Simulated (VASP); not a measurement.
GaBiSe4:

```
CELL_PARAMETERS angstrom
0.00000 4.22660 4.22660
4.22660 0.00000 4.22660
4.22660 4.22660 0.00000
ATOMIC_POSITIONS crystal
Ga 0.25000 0.25000 0.25000
Bi 0.00000 0.00000 0.00000
Se 0.62450 0.62450 0.12649
Se 0.62450 0.12649 0.62450
Se 0.12649 0.62450 0.62450
Se 0.62450 0.62450 0.62450
```

The cell was built by a generator and needn't be a form met in nature.

```yaml
Program: VASP 6.6.1
Task: relaxation of cell and atoms
Functional: PBE
Potentials_or_basis: VASP PAW PBE potentials, release 64 (Ga_d, Bi_d, Se)
Cutoff: 520 eV
k_mesh: 3 × 3 × 3
Occupations: gaussian, width 0.15 eV
Spin: no spin polarisation
```

At the start: pressure -2.5 GPa; volume 25.17 Å³/atom.

Question: How do energy, volume and symmetry change on relaxing?

Answer: Over 7 steps the energy falls by 18.5 meV/atom and the volume is 23.83 Å³/atom (-5.3 %); space group F-43m (No. 216, to 0.05 Å).

Step by step:
```tsv
step	energy change (eV)	largest force (eV/Å)	pressure (GPa)	volume (Å³)
1	0.0000	0.2561	-2.53	151.01
2	-0.0777	0.2303	0.24	142.50
3	-0.0777	0.2327	0.42	142.55
4	-0.0774	0.2361	-0.08	143.08
5	-0.0777	0.2319	0.24	142.75
6	-0.0884	0.2024	0.18	142.81
7	-0.1107	0.0680	0.20	143.00
```

Final structure:
```cif
data_structure
_symmetry_space_group_name_H-M 'P 1'
_symmetry_Int_Tables_number 1
_cell_length_a 5.8697
_cell_length_b 5.8697
_cell_length_c 5.8697
_cell_angle_alpha 60.000
_cell_angle_beta 60.000
_cell_angle_gamma 60.000
_cell_volume 143.00
loop_
_atom_site_label
_atom_site_type_symbol
_atom_site_fract_x
_atom_site_fract_y
_atom_site_fract_z
_atom_site_occupancy
Ga1 Ga 0.25000 0.25000 0.25000 1
Bi1 Bi 0.00000 0.00000 0.00000 1
Se1 Se 0.62870 0.62870 0.11391 1
Se2 Se 0.62870 0.11391 0.62870 1
Se3 Se 0.11391 0.62870 0.62870 1
Se4 Se 0.62870 0.62870 0.62870 1
```

Caveat: the k mesh is coarse (spacing up to 0.43 Å⁻¹), so the values aren't converged.
